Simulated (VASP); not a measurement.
OSZICAR of a VASP run on NiSi2 (fluorite):

File OSZICAR:
```
       N       E                     dE             d eps       ncg     rms          rms(c)
DAV:   1     0.619289637114E+02    0.61929E+02   -0.67331E+03  3274   0.115E+03
DAV:   2    -0.149125304824E+02   -0.76841E+02   -0.72360E+02  3400   0.228E+02
DAV:   3    -0.183396914279E+02   -0.34272E+01   -0.33001E+01  4133   0.539E+01
DAV:   4    -0.184041139446E+02   -0.64423E-01   -0.64142E-01  3917   0.721E+00
DAV:   5    -0.184057855769E+02   -0.16716E-02   -0.16714E-02  4230   0.121E+00    0.152E+01
DAV:   6    -0.221131590165E+02   -0.37074E+01   -0.43258E+01  3499   0.166E+02    0.221E+01
DAV:   7    -0.167814825555E+02    0.53317E+01   -0.13427E+01  3895   0.106E+02    0.346E+00
DAV:   8    -0.167598378130E+02    0.21645E-01   -0.17946E+00  4807   0.220E+01    0.255E+00
DAV:   9    -0.167140162579E+02    0.45822E-01   -0.23656E-01  3869   0.103E+01    0.466E-01
DAV:  10    -0.167140695721E+02   -0.53314E-04   -0.65291E-03  4339   0.108E+00    0.255E-01
DAV:  11    -0.167141780187E+02   -0.10845E-03   -0.70450E-04  3963   0.347E-01    0.253E-02
DAV:  12    -0.167142048643E+02   -0.26846E-04   -0.61364E-05  4402   0.143E-01    0.194E-02
DAV:  13    -0.167142066028E+02   -0.17384E-05   -0.23080E-05  3810   0.957E-02    0.729E-03
DAV:  14    -0.167142069300E+02   -0.32720E-06   -0.13384E-06  3062   0.996E-03
   1 F= -.16714207E+02 E0= -.16714389E+02  d E =0.547655E-03
```

Which electronic solver shows in the log?

It is blocked Davidson (ALGO = Normal, or the opening steps of other solvers). The INCAR had ALGO = Normal.

How was spin treated?

Without spin polarisation: there is no mag entry.

Can the final energy be trusted as converged?

The calculation finished and met its thresholds. It stopped with EDIFF = 1E-6, NELM = 100 (PBE GGA + U (Dudarev), plane waves, VASP's PBE PAW potentials (set 64)).

The compound is NiSi2 in the fluorite structure. The cell was not relaxed at this level, atoms are displaced from their ideal sites. The run is one of a series of settings (LDAU = .TRUE., LDAUJ = 0 0, LDAUL = -1 2, LDAUTYPE = 2, LDAUU = 0 1.0 against the base run), some of them coarse on purpose. The run is not spin-polarised, so no magnetic state was tried.
